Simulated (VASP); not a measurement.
Sn2GeO3:

```xyz
6
Lattice="3.5164 0.0000 0.0000 0.0000 3.5164 0.0000 0.0000 0.0000 7.7066" Properties=species:S:1:pos:R:3 pbc="T T T"
Sn    0.0000    1.7582    5.6566
Sn    1.7582    0.0000    2.0500
Ge    0.0000    0.0000    0.0000
O     1.7582    1.7582    0.0000
O     0.0000    1.7582    2.9439
O     1.7582    0.0000    4.7627
```

The cell was built by a generator and needn't be a form met in nature.

```yaml
Program: VASP 6.6.1
Task: relaxation of cell and atoms
Functional: PBE
Potentials_or_basis: VASP PAW PBE potentials, release 64 (Sn_d, Ge_d, O)
Cutoff: 520 eV
k_mesh: 4 × 4 × 2
Occupations: gaussian, width 0.15 eV
Spin: no spin polarisation
```

At the start: pressure -7.9 GPa; volume 15.88 Å³/atom.

How do energy, volume and symmetry change on relaxing?

Over 23 steps the energy falls by 479.2 meV/atom and the volume is 15.64 Å³/atom (-1.5 %); space group P-4m2 (No. 115, to 0.05 Å).

Step by step:
```csv
step,energy change (eV),largest force (eV/Å),pressure (GPa),volume (Å³)
1,0.0000,4.2583,-7.95,95.29
2,-1.8594,2.3798,0.55,84.77
3,-2.0661,1.2604,8.61,80.65
4,-2.5427,0.9825,1.46,87.04
5,-2.6135,0.9834,-0.66,90.75
6,-2.6149,0.9838,-0.62,91.32
7,-2.7338,0.6626,-0.49,91.26
8,-2.8223,0.1579,0.28,91.16
9,-2.6980,1.5357,2.67,90.90
10,-2.8339,0.1362,0.66,91.12
11,-2.8343,0.2160,0.73,91.10
12,-2.8565,0.4709,-0.93,92.57
13,-2.8587,0.2871,-0.63,92.21
14,-2.8633,0.0690,1.27,91.33
15,-2.8661,0.1494,0.75,91.65
16,-2.8725,0.0838,0.72,92.68
17,-2.8731,0.1372,0.57,93.35
18,-2.8689,0.1381,-1.62,95.15
19,-2.8740,0.1165,-0.54,93.98
20,-2.8740,0.1228,0.26,93.80
21,-2.8740,0.1169,-0.46,93.91
22,-2.8740,0.1189,-0.25,93.86
23,-2.8753,0.0407,-0.10,93.85
```

Final structure:
```cif
data_structure
_symmetry_space_group_name_H-M 'P 1'
_symmetry_Int_Tables_number 1
_cell_length_a 3.2833
_cell_length_b 3.2833
_cell_length_c 8.7060
_cell_angle_alpha 90.000
_cell_angle_beta 90.000
_cell_angle_gamma 90.000
_cell_volume 93.85
loop_
_atom_site_label
_atom_site_type_symbol
_atom_site_fract_x
_atom_site_fract_y
_atom_site_fract_z
_atom_site_occupancy
Sn1 Sn 0.00000 0.50000 0.66287 1
Sn2 Sn 0.50000 0.00000 0.33713 1
Ge1 Ge 0.00000 0.00000 0.00000 1
O1 O 0.50000 0.50000 0.00000 1
O2 O 0.00000 0.50000 0.41056 1
O3 O 0.50000 0.00000 0.58944 1
```

Caveat: the k mesh is coarse (spacing up to 0.45 Å⁻¹), so the values aren't converged; the relaxation stopped at a loose force limit of 0.08 eV/Å, so its end isn't a converged minimum.
